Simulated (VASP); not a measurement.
Given:

```xyz
3
Lattice="2.2300 -3.8625 0.0000 2.2300 3.8625 0.0000 0.0000 0.0000 5.9300" Properties=species:S:1:pos:R:3 pbc="T T T"
Te     0.5865     1.0158     3.9533
Te     3.2870     0.0000     0.0000
Te     0.5865    -1.0158     1.9767
```

Computed with PBE GGA, VASP's PBE PAW potentials (set 64) (plane waves; VASP 6.6.1). Numerical set-up: 400 eV cut-off, 5×5×4 Γ-centred mesh, Gaussian smearing of 0.050 eV, potentials Te.

**Question.** Give the force on each atom (eV/Å).

**Answer.** 
| atom | Fx | Fy | Fz |
|---|---|---|---|
| Te1 | 0.155 | 0.268 | 0.000 |
| Te2 | -0.310 | 0.000 | 0.000 |
| Te3 | 0.155 | -0.268 | 0.000 |

**Question.** Give the stress tensor in GPa (positive for a compressed cell).

**Answer.** 
```
1.79  0.00  0.00
0.00  1.79  0.00
0.00  0.00  2.41
```
The pressure is its mean diagonal, 2.00 GPa.

The compound is Te in the trig structure. The cell was not relaxed at this level.
